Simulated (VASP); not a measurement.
Level of theory: PBE GGA, VASP's PBE PAW potentials (set 64) (plane waves; VASP).

A VASP calculation is set up with these files.

File POSCAR:
```
NiC
1
    0.0000000000     1.9995720000     1.9995720000
    1.9995720000     0.0000000000     1.9995720000
    1.9995720000     1.9995720000     0.0000000000
C Ni
1 1
Direct
 -0.0054030000   0.0053200000   0.0183220000
  0.5054030000   0.4946800000   0.4816780000
```

**INCAR**
```
ISMEAR  =  0
LCHARG  =  .False.
ISIF  =  2   # forces and stress, cell fixed
MAGMOM  =  0.0 2.0
EDIFF  =  1E-6   # SCF stop (eV)
ALGO  =  Normal   # blocked Davidson
PREC  =  Accurate
LMAXMIX  =  4   # l cut-off of mixed one-centre charges
LWAVE  =  .False.
LREAL  =  .False.
LORBIT  =  11   # lm-projected
SIGMA  =  0.1   # width (eV)
NELM  =  100
SYSTEM  =  NiC
GGA  =  PE
ENCUT  =  400   # plane-wave cut-off (eV)
ISPIN  =  2   # spin-polarised
LASPH  =  .True.   # aspherical one-centre terms
```

KPOINTS:
```
Automatic mesh
0
Gamma
5 5 5
0 0 0
```

POTCAR, in this order: C Ni (PBE.64 set). Program: vasp_std.

Output of the run:

### OUTCAR
```
 ion  position               nearest neighbor table
   1  0.995  0.005  0.018-   2 1.91   2 1.95   2 2.00   2 2.00   2 2.05   2 2.09
   2  0.505  0.495  0.482-   1 1.91   1 1.95   1 2.00   1 2.00   1 2.05   1 2.09
  LATTYP: Found a face centered cubic cell.
 ALAT       =     3.9991440000
 Subroutine PRICEL returns:
 Original cell was already a primitive cell.
 Subroutine GETGRP returns: Found  1 space group operations
The static configuration has the point symmetry C_1 .
The dynamic configuration has the point symmetry C_1 .
The overall configuration has the point symmetry C_1 .
 Subroutine INISYM returns: Found  1 space group operations
 Subroutine IBZKPT returns following result:
 Found     63 irreducible k-points:

 Following reciprocal coordinates:
            Coordinates               Weight
  0.000000  0.000000  0.000000      1.000000
  0.200000  0.000000  0.000000      2.000000
  0.000000  0.200000  0.000000      2.000000
  0.000000  0.000000  0.200000      2.000000
  0.200000  0.200000  0.200000      2.000000
  0.400000  0.000000  0.000000      2.000000
  0.000000  0.400000  0.000000      2.000000
  0.000000  0.000000  0.400000      2.000000
  0.400000  0.400000  0.400000      2.000000
  0.200000  0.200000  0.000000      2.000000
  0.000000  0.200000  0.200000      2.000000
  0.200000  0.000000  0.200000      2.000000
  0.400000  0.200000  0.000000      2.000000
  0.000000  0.400000  0.200000      2.000000
  0.200000  0.000000  0.400000      2.000000
  0.200000  0.200000 -0.200000      2.000000
  0.400000  0.200000  0.400000      2.000000
  0.200000  0.400000  0.000000      2.000000
  0.200000 -0.200000 -0.200000      2.000000
  0.400000  0.400000  0.200000      2.000000
  0.000000  0.200000  0.400000      2.000000
 -0.200000  0.200000 -0.200000      2.000000
  0.200000  0.400000  0.400000      2.000000
  0.400000  0.000000  0.200000      2.000000
 -0.400000  0.200000  0.000000      2.000000
  0.000000 -0.400000  0.200000      2.000000
  0.200000  0.000000 -0.400000      2.000000
  0.200000  0.200000 -0.400000      2.000000
 -0.400000  0.400000 -0.400000      2.000000
  0.200000 -0.400000  0.000000      2.000000
  0.400000 -0.200000 -0.200000      2.000000
 -0.400000 -0.400000  0.400000      2.000000
  0.000000  0.200000 -0.400000      2.000000
 -0.200000  0.400000 -0.200000      2.000000
  0.400000 -0.400000 -0.400000      2.000000
 -0.400000  0.000000  0.200000      2.000000
 -0.200000  0.200000  0.000000      2.000000
  0.000000 -0.200000  0.200000      2.000000
  0.200000  0.000000 -0.200000      2.000000
  0.200000  0.200000  0.400000      2.000000
   k-points           NKPTS =     63   k-points in BZ     NKDIM =     63   number of bands    NBANDS=     12
   number of dos      NEDOS =    301   number of ions     NIONS =      2
   total plane-waves  NPLWV =   5832
   dimension x,y,z NGX =    18 NGY =   18 NGZ =   18
   dimension x,y,z NGXF=    36 NGYF=   36 NGZF=   36
   ions per type =               1   1
   PREC   = accura    normal or accurate (medium, high low for compatibility)
   ISTART =      0    job   : 0-new  1-cont  2-samecut
   ICHARG =      2    charge: 1-file 2-atom 10-const
   ISPIN  =      2    spin polarized calculation?
   LNONCOLLINEAR =      F non collinear calculations
   LSORBIT =      F    spin-orbit coupling
   INIWAV =      1    electr: 0-lowe 1-rand  2-diag
   ENCUT  =  400.0 eV  29.40 Ry    5.42 a.u.   4.61  4.61  4.61*2*pi/ulx,y,z
   NELM   =    100;   NELMIN=  2; NELMDL= -5     # of ELM steps
   EDIFF  = 0.1E-05   stopping-criterion for ELM
   LREAL  =      F    real-space projection
   NLSPLINE    = F    spline interpolate recip. space projectors
...
```

OSZICAR:
```
       N       E                     dE             d eps       ncg     rms          rms(c)
DAV:   1     0.429455432914E+02    0.42946E+02   -0.60496E+03  3092   0.131E+03
DAV:   2    -0.137830358902E+02   -0.56729E+02   -0.51493E+02  3248   0.210E+02
DAV:   3    -0.164907405598E+02   -0.27077E+01   -0.26328E+01  3464   0.500E+01
DAV:   4    -0.165223916594E+02   -0.31651E-01   -0.31484E-01  3496   0.548E+00
DAV:   5    -0.165228534205E+02   -0.46176E-03   -0.46172E-03  3528   0.703E-01    0.242E+01
DAV:   6    -0.213337035625E+02   -0.48109E+01   -0.11050E+02  3512   0.190E+02    0.318E+01
DAV:   7    -0.124729754940E+02    0.88607E+01   -0.26367E+01  3524   0.115E+02    0.379E+00
DAV:   8    -0.124795385370E+02   -0.65630E-02   -0.12629E+00  3612   0.151E+01    0.232E+00
DAV:   9    -0.124671974465E+02    0.12341E-01   -0.17513E-01  3784   0.692E+00    0.788E-01
DAV:  10    -0.124655216865E+02    0.16758E-02   -0.10781E-02  3676   0.203E+00    0.268E-01
DAV:  11    -0.124656007956E+02   -0.79109E-04   -0.11065E-03  4060   0.566E-01    0.168E-01
DAV:  12    -0.124655280486E+02    0.72747E-04   -0.94468E-04  4480   0.531E-01    0.657E-02
DAV:  13    -0.124655027140E+02    0.25335E-04   -0.57571E-05  4100   0.127E-01    0.314E-02
DAV:  14    -0.124655007380E+02    0.19760E-05   -0.16332E-05  4148   0.584E-02    0.819E-03
DAV:  15    -0.124655014109E+02   -0.67290E-06   -0.13097E-06  1924   0.178E-02
   1 F= -.12465501E+02 E0= -.12459236E+02  d E =-.125316E-01  mag=     0.1433
```

File OUTCAR:
```
------------------------ aborting loop because EDIFF is reached ----------------------------------------
  FORCE on cell =-STRESS in cart. coord.  units (eV):
  Direction    XX          YY          ZZ          XY          YZ          ZX
  --------------------------------------------------------------------------------------
  Total        1.7613362      1.4471070      1.3786057     -0.0026043      0.0000585      0.0000159
  in kB      176.4865838    145.0006952    138.1368407     -0.2609516      0.0058593      0.0015882
  external PRESSURE =     153.2080399 kB  Pullay stress =       0.0000000 kB
  volume of cell :       15.99
      direct lattice vectors                 reciprocal lattice vectors
     0.000000000  1.999572000  1.999572000    -0.250053511  0.250053511  0.250053511
     1.999572000  0.000000000  1.999572000     0.250053511 -0.250053511  0.250053511
     1.999572000  1.999572000  0.000000000     0.250053511  0.250053511 -0.250053511
 POSITION                                       TOTAL-FORCE (eV/Angst)
 -----------------------------------------------------------------------------------
      0.04727      2.02540      1.99941        -0.287798     -0.208804      0.001289
      1.95230      1.97374      1.99974         0.287798      0.208804     -0.001289
 -----------------------------------------------------------------------------------
    total drift:                                0.000193     -0.000775     -0.000001
  FREE ENERGIE OF THE ION-ELECTRON SYSTEM (eV)
  ---------------------------------------------------
  free  energy   TOTEN  =       -12.4655014109 eV

  energy  without entropy=      -12.4529698177  energy(sigma->0) =      -12.45923561

 total charge

# of ion       s       p       d       tot
------------------------------------------
    1        0.899   1.442   0.000   2.341
    2        0.526   0.733   8.420   9.678
--------------------------------------------------
tot          1.424   2.175   8.420  12.019

 magnetization (x)

# of ion       s       p       d       tot
------------------------------------------
    1        0.010   0.017   0.000   0.027
    2        0.009   0.005   0.090   0.104
--------------------------------------------------
tot          0.019   0.022   0.090   0.130
```
(Selected blocks of OUTCAR.)

At this cut-off the stress carries a Pulay error, which pulls relaxed volumes low.

The structure was generated: NiC was put into an ordered model structure, which need not be its known phase. The cell was not relaxed at this level. The k-mesh is coarse (spacing up to 0.54 per Å, 2π included), so the numbers may not be converged in it. The run is one of a series of settings (KPOINTS 5×5×5 Γ-centred mesh against the base run), some of them coarse on purpose.
